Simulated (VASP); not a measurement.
An input for Ansatz (written as the equivalent of a VASP run, and not itself run):

Ansatz 0.2 input:
```yaml
crystal:
  lattice:
    - [-1.6658631, 1.6658631, 1.6658631]
    - [1.6658631, -1.6658631, 1.6658631]
    - [1.6658631, 1.6658631, -1.6658631]
  atoms:
    - { symbol: Rb, position: [0.0000000, 1.0000000, 0.0000000] }
kpoints:
  mp_grid: { grid: [15, 15, 15] }
hamiltonian:
  xc: pbesol
  pseudopotentials: { kind: paw }
scf:
  occupations: { method: methfessel_paxton, width: 0.1 }
  max_iter: 100
relax:
  max_steps: 40
  f_tol: 0.02
  cell: { p_target: 45 }
output: { forces: true, stress: true, eigenvalues: true }
```

Problem. Write the VASP files for the same calculation (PBEsol).

Solution. Several could match; the one computed here: 
KPOINTS:
```
Automatic mesh
0
Gamma
  15 15 15
0 0 0
```

### INCAR
```
LREAL = .FALSE.   ! projection in real space or not
ENCUT = 500   ! plane-wave cut-off (eV)
NSW = 40   ! most ionic steps
ALGO = Normal   ! blocked Davidson
ISMEAR = 1
EDIFF = 1E-6   ! SCF stop (eV)
EDIFFG = -0.02
IBRION = 2
SIGMA = 0.1
LCHARG = .FALSE.
LASPH = .TRUE.   ! aspherical one-centre terms
LWAVE = .FALSE.
PSTRESS = 450
LMAXMIX = 4   ! l cut-off of mixed one-centre charges
GGA = PS
PREC = Accurate
ISIF = 3
NELM = 100   ! most electronic steps
SYSTEM = Rb
```

POSCAR:
```
Rb
1
   -1.6658630980     1.6658630980     1.6658630980
    1.6658630980    -1.6658630980     1.6658630980
    1.6658630980     1.6658630980    -1.6658630980
Rb
1
Direct
  0.0000000000   1.0000000000   0.0000000000
```

POTCAR, in this order: Rb_sv (PBE.64 set). Program: vasp_std.

What does not carry over: each code has its own PAW files, so the cut-off isn't converted (ENCUT is set for VASP's; basis.ecutwfc is left out, and Ansatz then takes the one that its files recommend); Ansatz stops its SCF on the density residual and VASP on the energy change (EDIFF).

The compound is Rb in the bcc structure. It was relaxed first under an external pressure of 45 GPa.
